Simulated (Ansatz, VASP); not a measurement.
One calculation of Sr3Rh, two programs

INCAR

```
PREC = Accurate
ENCUT = 520
EDIFF = 1E-7
ISMEAR = 0
SIGMA = 0.1
LREAL = False
LASPH = True
NELM = 60
ALGO = Fast
ISIF = 2
LWAVE = False
LCHARG = True
GGA = PE
LELF = True
LVHAR = True
NBANDS = 30
```

KPOINTS

```
Automatic mesh
0
Gamma
  6 6 6
```

POSCAR

```
Sr3Rh
1.0
   -2.3164356039      2.3164356039      5.1743756348
    2.3164356039     -2.3164356039      5.1743756348
    2.3164356039      2.3164356039     -5.1743756348
Sr Rh
3 1
Direct
    0.5000000000      0.5000000000      0.0000000000
    0.2500000000      0.7500000000      0.5000000000
    0.7500000000      0.2500000000      0.5000000000
    0.0000000000      0.0000000000      0.0000000000
```

Input for Ansatz:

```yaml
crystal:
  lattice:
    - [-2.3164356039, 2.3164356039, 5.1743756348]
    - [2.3164356039, -2.3164356039, 5.1743756348]
    - [2.3164356039, 2.3164356039, -5.1743756348]
  atoms:
    - { symbol: Sr, position: [0.5, 0.5, 0.0] }
    - { symbol: Sr, position: [0.25, 0.75, 0.5] }
    - { symbol: Sr, position: [0.75, 0.25, 0.5] }
    - { symbol: Rh, position: [0.0, 0.0, 0.0] }
basis:
  ecutwfc: 420
kpoints:
  mp_grid: { grid: [6, 6, 6] }
hamiltonian:
  xc: pbe
scf:
  occupations: { method: gaussian, width: 0.1 }
  lower_state_search: "off"
output:
  forces: true
  stress: true
  eigenvalues: true
```

Alike in both runs: task single point; functional PBE; k mesh 6 × 6 × 6; occupations gaussian, width 0.1 eV; no spin polarisation.

```csv
,VASP,Ansatz
version,VASP 6.6.1,Ansatz 0.2.0
potentials or method,"VASP PAW PBE potentials, release 64 (Sr_sv, Rh_pv)","scalar-relativistic, plane waves, PAW"
plane-wave cutoff (eV),520,420
valence electrons in the cell,45,47
```

|  | VASP | Ansatz | Ansatz less VASP |
| --- | --- | --- | --- |
| gap on the k mesh at the Fermi level (eV) | none | none | - |
| pressure (GPa) | 6.8 | 6.6 | -0.18 |
| largest component of the traceless stress (GPa) | 1.34 | 1.33 | -0.014 |

A gap of «none» marks a metal or a gap that the smearing closes. The functional is the same, so the differences come from potentials, cutoffs and numerics. The two sets of potentials don't hold the same shells in valence.
